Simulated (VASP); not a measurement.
Output of a VASP run:

**OSZICAR**
```
       N       E                     dE             d eps       ncg     rms          rms(c)
DAV:   1     0.174034041935E+03    0.17403E+03   -0.13069E+04  1080   0.950E+02
DAV:   2    -0.332388232346E+01   -0.17736E+03   -0.17399E+03  1200   0.277E+02
DAV:   3    -0.116702486101E+02   -0.83464E+01   -0.83264E+01  1248   0.607E+01
DAV:   4    -0.117339939272E+02   -0.63745E-01   -0.63725E-01  1188   0.506E+00
DAV:   5    -0.117345494985E+02   -0.55557E-03   -0.55555E-03  1254   0.443E-01    0.890E+00
DAV:   6    -0.110086538443E+02    0.72590E+00   -0.16096E+00  1198   0.119E+01    0.693E+00
DAV:   7    -0.109730227634E+02    0.35631E-01   -0.60001E-01  1188   0.413E+00    0.249E+00
DAV:   8    -0.109694660124E+02    0.35568E-02   -0.67715E-02  1098   0.263E+00    0.361E-01
DAV:   9    -0.109694588367E+02    0.71758E-05   -0.93115E-03  1218   0.115E+00    0.107E-01
DAV:  10    -0.109695555495E+02   -0.96713E-04   -0.92025E-04  1176   0.358E-01    0.694E-02
DAV:  11    -0.109696630225E+02   -0.10747E-03   -0.23518E-04  1158   0.972E-02    0.186E-02
DAV:  12    -0.109696499918E+02    0.13031E-04   -0.84822E-05  1278   0.953E-02    0.788E-03
DAV:  13    -0.109696522467E+02   -0.22549E-05   -0.13685E-05  1134   0.311E-02    0.570E-03
DAV:  14    -0.109696523401E+02   -0.93337E-07   -0.47914E-07   870   0.328E-03
   1 F= -.10969652E+02 E0= -.10969652E+02  d E =-.289617E-45
```

**OUTCAR**
```
------------------------ aborting loop because EDIFF is reached ----------------------------------------
  FORCE on cell =-STRESS in cart. coord.  units (eV):
  Direction    XX          YY          ZZ          XY          YZ          ZX
  --------------------------------------------------------------------------------------
  Total        1.0739613      1.0739611      1.0741013      0.0000000      0.0000000      0.0000000
  in kB       14.8366125     14.8366098     14.8385461      0.0000000      0.0000000      0.0000000
  external PRESSURE =      14.8372561 kB  Pullay stress =       0.0000000 kB
  volume of cell :      115.98
      direct lattice vectors                 reciprocal lattice vectors
     4.346090000  0.000000000  0.000000000     0.230091876  0.132843619  0.000000000
    -2.173045000  3.763824000  0.000000000     0.000000000  0.265687237  0.000000000
     0.000000000  0.000000000  7.089840000     0.000000000  0.000000000  0.141046907
  FREE ENERGIE OF THE ION-ELECTRON SYSTEM (eV)
  ---------------------------------------------------
  free  energy   TOTEN  =       -10.9696523401 eV

  energy  without entropy=      -10.9696523401  energy(sigma->0) =      -10.96965234
```
(Selected blocks of OUTCAR.)

**POSCAR**
```
CdSe
1
    4.3460900000     0.0000000000     0.0000000000
   -2.1730450000     3.7638240000     0.0000000000
    0.0000000000     0.0000000000     7.0898400000
Cd Se
2 2
Direct
  0.6666670000   0.3333330000   0.4999500000
  0.3333330000   0.6666670000   0.9999500000
  0.6666670000   0.3333330000   0.8759100000
  0.3333330000   0.6666670000   0.3759100000
```

### Question
Reconstruct the remaining input files.

### Answer
One answer among several that fit: the input of the run itself, PBE GGA, plane waves, VASP's PBE PAW potentials (set 64).

### KPOINTS
```
Automatic
0
G
 7 7 4
```

**INCAR**
```
! general
SYSTEM =CdSe
PREC   =Accurate
ENCUT  =300   ! plane-wave cut-off (eV)
LREAL  =.FALSE.
LASPH  =.TRUE.   ! aspherical one-centre terms

! electronic loop
EDIFF  =1E-6   ! SCF stop (eV)
NELM   =100   ! most electronic steps
ALGO   =Normal   ! blocked Davidson
LMAXMIX=4   ! l cut-off of mixed one-centre charges

! smearing
ISMEAR =0   ! Gaussian
SIGMA  =0.01

! functional
GGA    =PE   ! PBE

! ions
ISIF   =2

! output
LWAVE  =.FALSE.
LCHARG =.FALSE.
```

POTCAR, in this order: Cd Se (PBE.64 set). Program: vasp_std.

At this cut-off the stress carries a Pulay error, which pulls relaxed volumes low.

The structure comes from a computed database's CdSe entry (P6_3mc); how it stands against other phases isn't given here. The cell was not relaxed at this level.
